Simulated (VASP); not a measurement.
An input for Quantum ESPRESSO's pw.x (written as the equivalent of a VASP run, and not itself run):

```
&CONTROL
  calculation = 'vc-relax'
  pseudo_dir = './pseudo'
  outdir = './out'
  tprnfor = .true.
  tstress = .true.
  nstep = 60
  forc_conv_thr = 0.00039
/
&SYSTEM
  ibrav = 0
  nat = 2
  ntyp = 2
  ecutwfc = 84
  occupations = 'smearing'
  smearing = 'gaussian'
  degauss = 0.003675
  input_dft = 'pbe'
/
&ELECTRONS
  conv_thr = 7.3e-08
  electron_maxstep = 100
/
&IONS
/
&CELL
/
ATOMIC_SPECIES
  Al 26.982 Al.upf
  As 74.922 As.upf
CELL_PARAMETERS angstrom
     0.0000000    2.8300000    2.8300000
     2.8300000    0.0000000    2.8300000
     2.8300000    2.8300000    0.0000000
ATOMIC_POSITIONS crystal
  Al   0.0000000  0.0000000  0.0000000
  As   0.7500000  0.7500000  0.7500000
K_POINTS automatic
  7 7 7 0 0 0
```

Q: Translate this input to VASP (INCAR, KPOINTS, POSCAR, choice of POTCAR).

A: Several could match; the one computed here: 
### KPOINTS
```
Automatic mesh
0
Gamma
7 7 7
0 0 0
```

### POSCAR
```
AlAs
1.0
  0.0000000000   2.8300000000   2.8300000000
  2.8300000000   0.0000000000   2.8300000000
  2.8300000000   2.8300000000   0.0000000000
Al As
1 1
Cart
  0.0000000000   0.0000000000   0.0000000000
  4.2450000000   4.2450000000   4.2450000000
```

### INCAR
```
SYSTEM = AlAs
PREC = Accurate; ENCUT = 480; LREAL = .False.
LASPH = .True.
EDIFF = 1E-6; NELM = 100; ALGO = Normal
LMAXMIX = 4
ISMEAR = 0; SIGMA = 0.05
GGA = PE
IBRION = 2; NSW = 60; ISIF = 3
EDIFFG = -0.01
LWAVE = .False.; LCHARG = .False.
```

POTCAR, in this order: Al As (PBE.64 set). Program: vasp_std.

Limits of the translation: the potentials are each code's own (VASP's PAW set, PseudoDojo norm-conserving files in pw.x), so ENCUT and ecutwfc are chosen apart and not converted; conv_thr bounds pw.x's estimated SCF error, while EDIFF bounds the energy change between steps; forc_conv_thr acts on force components and is met together with etot_conv_thr.

The compound is AlAs in the zinc blende structure. This run relaxes it. Symmetry was kept, so distortions that lower it aren't found.
